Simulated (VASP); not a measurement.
Method: AM05 GGA, VASP's PBE PAW potentials (set 64) (plane waves; VASP).

The input files of a VASP run:

File KPOINTS:
```
k-points along high-symmetry lines
15
Line-mode
Reciprocal
  0.000000   0.000000   0.000000 ! GAMMA
  0.500000   0.000000   0.500000 ! X

  0.500000   0.000000   0.500000 ! X
  0.625000   0.250000   0.625000 ! U

  0.375000   0.375000   0.750000 ! K
  0.000000   0.000000   0.000000 ! GAMMA

  0.000000   0.000000   0.000000 ! GAMMA
  0.500000   0.500000   0.500000 ! L

  0.500000   0.500000   0.500000 ! L
  0.500000   0.250000   0.750000 ! W

  0.500000   0.250000   0.750000 ! W
  0.500000   0.000000   0.500000 ! X
```

**POSCAR**
```
SrO
1
    0.0000000000     2.5752688586     2.5752688586
    2.5752688586     0.0000000000     2.5752688586
    2.5752688586     2.5752688586    -0.0000000000
Sr O
1 1
Direct
  0.0000000000   0.0000000000   0.0000000000
  0.5000000000   0.5000000000   0.5000000000
```

### INCAR
```
SYSTEM = SrO
PREC = Accurate
ENCUT = 520
EDIFF = 1E-7
NELM = 100
ALGO = Normal
LREAL = .FALSE.
LASPH = .TRUE.
ISMEAR = 0
SIGMA = 0.05
GGA = AM
LMAXMIX = 4
LWAVE = .FALSE.
LCHARG = .FALSE.
LORBIT = 11
ICHARG = 11
```

POTCAR, in this order: Sr_sv O (PBE.64 set). Program: vasp_std. Read from the step before: CHGCAR.

Output

OUTCAR:
```
 ion  position               nearest neighbor table
   1  0.000  0.000  0.000-   2 2.58   2 2.58   2 2.58   2 2.58   2 2.58   2 2.58
   2  0.500  0.500  0.500-   1 2.58   1 2.58   1 2.58   1 2.58   1 2.58   1 2.58
  LATTYP: Found a face centered cubic cell.
 ALAT       =     5.1505377172
 Subroutine PRICEL returns:
 Original cell was already a primitive cell.
 Subroutine GETGRP returns: Found 48 space group operations
The static configuration has the point symmetry O_h .
The dynamic configuration has the point symmetry O_h .
 Subroutine INISYM returns: Found 48 space group operations
   k-points           NKPTS =     90   k-points in BZ     NKDIM =     90   number of bands    NBANDS=     12
   number of dos      NEDOS =    301   number of ions     NIONS =      2
   total plane-waves  NPLWV =  21952
   dimension x,y,z NGX =    28 NGY =   28 NGZ =   28
   dimension x,y,z NGXF=    56 NGYF=   56 NGZF=   56
   ions per type =               1   1
   PREC   = accura    normal or accurate (medium, high low for compatibility)
   ISTART =      0    job   : 0-new  1-cont  2-samecut
   ICHARG =     11    charge: 1-file 2-atom 10-const
   ISPIN  =      1    spin polarized calculation?
   LNONCOLLINEAR =      F non collinear calculations
   LSORBIT =      F    spin-orbit coupling
   INIWAV =      1    electr: 0-lowe 1-rand  2-diag
   ENCUT  =  520.0 eV  38.22 Ry    6.18 a.u.   6.77  6.77  6.77*2*pi/ulx,y,z
...
```

OSZICAR:
```
       N       E                     dE             d eps       ncg     rms          rms(c)
DAV:   1     0.729317694206E+02    0.72932E+02   -0.88256E+03  2160   0.131E+03
DAV:   2    -0.707950427126E+01   -0.80011E+02   -0.73017E+02  2676   0.242E+02
DAV:   3    -0.107846836752E+02   -0.37052E+01   -0.36640E+01  2976   0.503E+01
DAV:   4    -0.109050765338E+02   -0.12039E+00   -0.12035E+00  2856   0.838E+00
DAV:   5    -0.109082784249E+02   -0.32019E-02   -0.32018E-02  3028   0.103E+00
DAV:   6    -0.109083072232E+02   -0.28798E-04   -0.28798E-04  2932   0.902E-02
DAV:   7    -0.109083076597E+02   -0.43654E-06   -0.43651E-06  2756   0.850E-03
DAV:   8    -0.109083076749E+02   -0.15198E-07   -0.15207E-07  1856   0.103E-03
   1 F= -.10908308E+02 E0= -.10908308E+02  d E =-.172354E-20
```

### OUTCAR
```
 val. band max:        1.5605676950   @ k =   0.0000   0.0000   0.0000

 cond. band min:       4.7885926022   @ k =   0.5000   0.0000   0.5000



 k-point     1 :       0.0000    0.0000    0.0000
  band No.  band energies     occupation
      1     -30.7385      2.00000
      2     -13.3734      2.00000
      3     -12.4133      2.00000
      4     -12.4133      2.00000
      5     -12.4133      2.00000
      6       1.5606      2.00000
      7       1.5606      2.00000
      8       1.5606      2.00000
      9       5.4729      0.00000
     10       7.7425      0.00000
     11       7.7425      0.00000
     12       7.7425      0.00000

 k-point     2 :       0.0357    0.0000    0.0357
  band No.  band energies     occupation
      1     -30.7363      2.00000
      2     -13.4304      2.00000
      3     -12.4179      2.00000
      4     -12.4179      2.00000
      5     -12.3550      2.00000
      6       1.4721      2.00000
      7       1.5534      2.00000
      8       1.5534      2.00000
      9       5.5561      0.00000
     10       7.6749      0.00000
     11       7.7987      0.00000
     12       7.7987      0.00000

 k-point     3 :       0.0714    0.0000    0.0714
  band No.  band energies     occupation
      1     -30.7296      2.00000
      2     -13.5655      2.00000
      3     -12.4318      2.00000
      4     -12.4318      2.00000
      5     -12.2188      2.00000
      6       1.2420      2.00000
      7       1.5336      2.00000
      8       1.5336      2.00000
      9       5.7756      0.00000
     10       7.4871      0.00000
     11       7.9644      0.00000
     12       7.9644      0.00000

 k-point     4 :       0.1071    0.0000    0.1071
  band No.  band energies     occupation
      1     -30.7189      2.00000
      2     -13.7246      2.00000
      3     -12.4540      2.00000
      4     -12.4540      2.00000
      5     -12.0638      2.00000
      6       0.9455      2.00000
      7       1.5055      2.00000
...
```

The density is held fixed in this step, so its total energy and stress have no physical meaning.

The compound is SrO in the rock salt structure. It was relaxed first.
